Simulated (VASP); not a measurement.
Data:

```xyz
1
Lattice="0.0000 1.9036 1.9036 1.9036 0.0000 1.9036 1.9036 1.9036 0.0000" Properties=species:S:1:pos:R:3 pbc="T T T"
Rh     0.0000     0.0000     0.0000
```

Method: rev-vdW-DF2, VASP's PBE PAW potentials (set 64) (plane waves; VASP 6.6.1). Settings: 520 eV cut-off, 16×16×16 Γ-centred mesh, first-order Methfessel-Paxton smearing of 0.10 eV, potentials Rh_pv.

**Question.** Give the energy at these volumes per atom, relative to the lowest: 12.96, 13.37, 13.79, 14.20, 14.61 Å³.

**Answer.** 49.6, 11.9, 0.0, 9.5, 36.7 meV/atom. A third-order Birch-Murnaghan fit gives B0 = 274 GPa and B0′ = 5.2.

Measured: bulk modulus 271 GPa at 0 K (computed value off by +1.2 %), as given by H. Levämäki et al., Physical Review B (2014), arXiv:1402.3671 [corrected for temperature and zero-point phonon effects]; a 3.794 Å at 0 K (computed value off by +0.3 %), as given by Daniel Mejia-Rodriguez et al., Physical Review B (2018), arXiv:1807.09216 [static lattice: zero-point anharmonic expansion removed].

The compound is Rh in the fcc structure. It was relaxed first.
